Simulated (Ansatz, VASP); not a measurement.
## HfW in VASP and in Ansatz

```
Hf W
1.0
     3.99236    0.00000    0.00000
     0.00000    3.99236    0.00000
     0.00000    0.00000    4.73609
Hf W
2 2
Direct
  0.00000 0.50000 0.49945
  0.50000 0.00000 0.50055
  0.00000 0.00000 0.00000
  0.50000 0.50000 0.00000
```

Alike in both runs: functional PBE; k mesh 4 × 4 × 4; occupations gaussian, width 0.1 eV; no spin polarisation.

Ansatz relaxed the structure, and its values are those at the end. VASP's run is a single point on that final structure, the one shown.

|  | VASP | Ansatz |
| --- | --- | --- |
| version | VASP 6.6.1 | Ansatz 0.2.0 |
| potentials or method | VASP PAW PBE potentials, release 64 (Hf_pv, W_sv) | scalar-relativistic, plane waves, PAW |
| plane-wave cutoff (eV) | 520 | 420 |
| valence electrons in the cell | 48 | 80 |

VASP gave:

| Property | Result |
| --- | --- |
| gap on the k mesh at the Fermi level (eV) | none |
| pressure (GPa) | -0.5 |

Problem. Which values does Ansatz return?

Solution. gap on the k mesh at the Fermi level (eV): none; pressure (GPa): -0.1.

A gap of «none» marks a metal or a gap that the smearing closes. With one functional, cell and mesh, what is left measures potentials, basis and numerics. The two sets of potentials don't hold the same shells in valence.

Caveats: the k mesh is coarse (spacing up to 0.39 Å⁻¹), so the values aren't converged. Spin-orbit coupling is left out, which matters for the levels of Hf, W.
